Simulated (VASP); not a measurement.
Input:

```
CELL_PARAMETERS angstrom
     -3.07479     3.07479     3.07479
      3.07479    -3.07479     3.07479
      3.07479     3.07479    -3.07479
ATOMIC_POSITIONS crystal
  Cs 0.00000 0.00000 0.00000
```

The numbers are results of PBE GGA, VASP's PBE PAW potentials (set 64) (plane waves; VASP 6.6.1), not measurements. Run with PREC = Normal, EDIFF = 1E-5, 400 eV cut-off, 12×12×12 Γ-centred mesh, first-order Methfessel-Paxton smearing of 0.10 eV, potentials Cs_sv.

Unless said otherwise, spin-orbit coupling is left out, though it shifts the bands of the heavy elements here.

Predict the energy per atom (σ→0), band gap (on the k-mesh) with the smallest direct gap where there is one.

| Property | Value |
|---|---|
| band gap (on the k-mesh) | none (metal, semimetal or under 0.01 eV) |
| energy per atom (σ→0) | -0.848 eV/atom |

Only differences to runs with the same potentials and settings are physical.

The compound is Cs in the bcc structure. It was relaxed first.
